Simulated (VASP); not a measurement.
## Sm (sg166): computed properties

Calculation: PBE GGA, VASP's PBE PAW potentials (set 64) (plane waves; VASP).

For Sm, the space group is R-3m (166) and the cell comes out as a = 3.6634 Å, b = 3.6634 Å, c = 26.3432 Å, α = 90.00°, β = 90.00°, γ = 120.00°. The volume per atom comes out as 34.02 Å³/atom. The density is 7.34 g/cm³.

```yaml
crystal:
  lattice:
    - [8.84450, -1.83171, -0.00863]
    - [8.84450, 1.83171, -0.00863]
    - [8.46823, 0.00000, 3.14158]
  atoms:
    - { symbol: Sm, position: [0.00000, 0.00000, 0.00000] }
    - { symbol: Sm, position: [0.22211, 0.22211, 0.22211] }
    - { symbol: Sm, position: [0.77789, 0.77789, 0.77789] }
```

The 4f electrons are frozen in the core of the lanthanide potential, so 4f levels, which can set the real gap, and their magnetism are missing.

The compound is Sm in the sg166 structure. It was relaxed first. Symmetry was kept, so distortions that lower it aren't found.
